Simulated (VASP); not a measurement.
OSZICAR of a VASP run on TiO2 (rutile):

**OSZICAR**
```
       N       E                     dE             d eps       ncg     rms          rms(c)
DAV:   1     0.676845707168E+03    0.67685E+03   -0.25546E+04  1680   0.205E+03
DAV:   2     0.136901286911E+02   -0.66316E+03   -0.64181E+03  1880   0.598E+02
DAV:   3    -0.965782404475E+02   -0.11027E+03   -0.10882E+03  2580   0.220E+02
DAV:   4    -0.101998147563E+03   -0.54199E+01   -0.54141E+01  2340   0.494E+01
DAV:   5    -0.102240734884E+03   -0.24259E+00   -0.24253E+00  2344   0.866E+00    0.313E+01
DAV:   6    -0.725013030640E+02    0.29739E+02   -0.87154E+01  2096   0.108E+02    0.873E+00
DAV:   7    -0.686580991089E+02    0.38432E+01   -0.56985E+00  2228   0.170E+01    0.479E+00
DAV:   8    -0.728700212052E+02   -0.42119E+01   -0.23516E+00  1968   0.122E+01    0.259E+00
DAV:   9    -0.689980721561E+02    0.38719E+01   -0.13912E+00  1772   0.984E+00    0.812E-01
DAV:  10    -0.696341475496E+02   -0.63608E+00   -0.33078E-01  1988   0.533E+00    0.450E-01
DAV:  11    -0.695797228454E+02    0.54425E-01   -0.10883E-01  2108   0.275E+00    0.325E-01
DAV:  12    -0.697488591027E+02   -0.16914E+00   -0.10638E-01  1804   0.311E+00    0.184E-01
DAV:  13    -0.697533097593E+02   -0.44507E-02   -0.99566E-03  1908   0.111E+00    0.958E-02
DAV:  14    -0.697557293858E+02   -0.24196E-02   -0.75361E-04  1956   0.240E-01    0.589E-02
DAV:  15    -0.697572771236E+02   -0.15477E-02   -0.79163E-04  1904   0.256E-01    0.212E-02
DAV:  16    -0.697573326955E+02   -0.55572E-04   -0.79164E-05  2508   0.774E-02    0.134E-02
DAV:  17    -0.697573292708E+02    0.34248E-05   -0.36650E-06  2160   0.178E-02    0.116E-02
DAV:  18    -0.697573430629E+02   -0.13792E-04   -0.63018E-06  2348   0.287E-02    0.266E-03
DAV:  19    -0.697573503799E+02   -0.73170E-05   -0.49233E-06  1896   0.206E-02    0.283E-03
DAV:  20    -0.697573505459E+02   -0.16596E-06   -0.58813E-07  1672   0.739E-03    0.136E-03
DAV:  21    -0.697573511572E+02   -0.61130E-06   -0.29338E-07  1608   0.489E-03    0.368E-04
DAV:  22    -0.697573511025E+02    0.54682E-07   -0.38564E-08  1144   0.221E-03
   1 F= -.69757351E+02 E0= -.69757351E+02  d E =-.697574E+02
       N       E                     dE             d eps       ncg     rms          rms(c)
DAV:   1    -0.697652093504E+02   -0.78582E-02   -0.16925E+00  1688   0.106E+01    0.582E-01
DAV:   2    -0.697632606297E+02    0.19487E-02   -0.51189E-02  1848   0.184E+00    0.369E-01
DAV:   3    -0.697607946702E+02    0.24660E-02   -0.59231E-03  1924   0.745E-01    0.134E-01
DAV:   4    -0.697608979936E+02   -0.10332E-03   -0.21028E-03  1892   0.410E-01    0.339E-02
DAV:   5    -0.697610956238E+02   -0.19763E-03   -0.40605E-04  1900   0.190E-01    0.193E-02
DAV:   6    -0.697607281235E+02    0.36750E-03   -0.44617E-04  1760   0.227E-01    0.156E-02
DAV:   7    -0.697611446228E+02   -0.41650E-03   -0.23898E-04  1752   0.160E-01    0.437E-03
DAV:   8    -0.697611443213E+02    0.30149E-06   -0.13485E-05  2012   0.344E-02    0.225E-03
DAV:   9    -0.697611492697E+02   -0.49484E-05   -0.23383E-06  1916   0.157E-02    0.156E-03
DAV:  10    -0.697611492420E+02    0.27686E-07   -0.67329E-07  1684   0.714E-03
   2 F= -.69761149E+02 E0= -.69761149E+02  d E =-.379814E-02
       N       E                     dE             d eps       ncg     rms          rms(c)
DAV:   1    -0.697613003758E+02   -0.15111E-03   -0.34311E-02  1696   0.151E+00    0.831E-02
DAV:   2    -0.697612591107E+02    0.41265E-04   -0.10257E-03  1864   0.263E-01    0.525E-02
DAV:   3    -0.697612099381E+02    0.49173E-04   -0.11906E-04  1888   0.109E-01    0.177E-02
DAV:   4    -0.697612125358E+02   -0.25977E-05   -0.45411E-05  1880   0.609E-02    0.471E-03
DAV:   5    -0.697612177564E+02   -0.52206E-05   -0.10345E-05  1864   0.309E-02    0.270E-03
DAV:   6    -0.697612093107E+02    0.84458E-05   -0.11351E-05  1764   0.362E-02    0.227E-03
DAV:   7    -0.697612194978E+02   -0.10187E-04   -0.54358E-06  1764   0.241E-02    0.566E-04
DAV:   8    -0.697612194701E+02    0.27727E-07   -0.24592E-07  1464   0.468E-03
   3 F= -.69761219E+02 E0= -.69761219E+02  d E =-.386837E-02
```

### Question
Which electronic solver shows in the log?

### Answer
It is blocked Davidson (ALGO = Normal, or the opening steps of other solvers). The INCAR had ALGO = Normal.

### Question
Can the final energy be trusted as converged?

### Answer
Self-consistency was reached. It stopped with EDIFF = 1E-7, NELM = 100, NSW = 30 and EDIFFG = -0.01 after 3 ionic steps (r2SCAN meta-GGA, plane waves, VASP's PBE PAW potentials (set 64)).

The compound is TiO2 in the rutile structure. This cell is one point of a volume scan, at 1.03 of the reference volume. Symmetry was kept, so distortions that lower it aren't found.
